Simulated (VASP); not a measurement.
Here is a VASP 6.6.1 calculation.

INCAR

```
SYSTEM = NaBe27
ALGO = Fast
EDIFF = 1E-6
ENCUT = 520
GGA = PE
ISIF = 2
ISMEAR = -1
IVDW = 12
LASPH = .TRUE.
LCHARG = .FALSE.
LREAL = Auto
LWAVE = .FALSE.
NBANDS = 50
NELM = 100
PREC = Accurate
SIGMA = 0.05
```

The input KPOINTS:

```
k-points
0
G
  4 4 1
  0 0 0
```

The input POSCAR:

```
NaBe27
1.0
    6.8700000000      0.0000000000      0.0000000000
    3.4350000000      5.9495950000      0.0000000000
    0.0000000000      0.0000000000     15.5884300000
Be Na
27 1
Direct
    0.0000000000      0.0000000000      0.0641500780
    0.3333333333      0.0000000000      0.0641500780
    0.6666666667      0.0000000000      0.0641500780
    0.0000000280      0.3333332773      0.0641500780
    0.3333333613      0.3333332773      0.0641500780
    0.6666666947      0.3333332773      0.0641500780
   -0.0000000280      0.6666667227      0.0641500780
    0.3333333053      0.6666667227      0.0641500780
    0.6666666387      0.6666667227      0.0641500780
   -0.1119563688      0.2227709617      0.1803980260
    0.2226370419      0.2226042277      0.1804975228
    0.5557622288      0.2219098947      0.1819958136
   -0.1116805913      0.5566889847      0.1809358608
    0.2218967468      0.5557637116      0.1819981871
    0.5556688605      0.5556584944      0.1819807383
   -0.1117959700      0.8882053316      0.1808274470
    0.2227853334      0.8880476738      0.1804091239
    0.5566588638      0.8883352564      0.1809499096
   -0.0012524565     -0.0012747086      0.2937609496
    0.3355769005     -0.0010588956      0.2944205414
    0.6670203711     -0.0005702909      0.2993206500
   -0.0010656622      0.3356122560      0.2943440744
    0.3329062340      0.3329016513      0.2993840945
    0.6675663444      0.3329028278      0.2993011484
   -0.0005795103      0.6670166625      0.2993141708
    0.3329057421      0.6675649351      0.2993131444
    0.6669292786      0.6669126218      0.2993710079
    1.1045507449      0.1066810430      0.4471017287
```

Potentials or basis: VASP PAW PBE potentials, release 64 (Be, Na_pv).

Launch:

```bash
$ cat potpaw_PBE.64/Be/POTCAR potpaw_PBE.64/Na_pv/POTCAR > POTCAR
$ mpirun -np 1 vasp_std > vasp.out
```

Task: Estimate the largest force.

Result: 0.031 eV/Å.

Task: What does it give for the dispersion energy per atom?

Result: -0.222 eV.

Task: Predict the band gap on the k mesh.

Result: None (metal or under the smearing width).

Forces in eV/Å, atoms in the order of the input:
```
Be  -0.003 -0.002 -0.031
Be   0.005 -0.001 -0.028
Be  -0.003  0.019  0.021
Be   0.001  0.005 -0.028
Be   0.026  0.015  0.004
Be  -0.026  0.015  0.003
Be   0.015 -0.012  0.021
Be   0.000 -0.030  0.003
Be  -0.016 -0.009  0.021
Be   0.008 -0.004  0.002
Be  -0.010 -0.006  0.002
Be   0.001 -0.001  0.001
Be   0.002 -0.008 -0.008
Be  -0.001  0.002  0.001
Be   0.000  0.000  0.002
Be   0.006  0.003 -0.008
Be   0.001  0.009  0.002
Be  -0.007  0.006 -0.007
Be  -0.007 -0.004 -0.009
Be   0.005 -0.002 -0.007
Be  -0.001  0.002  0.005
Be   0.000  0.005 -0.007
Be   0.004  0.002  0.001
Be  -0.003  0.002  0.001
Be   0.001 -0.001  0.005
Be   0.000 -0.003  0.001
Be  -0.001 -0.001  0.005
Na   0.001  0.000  0.030
```
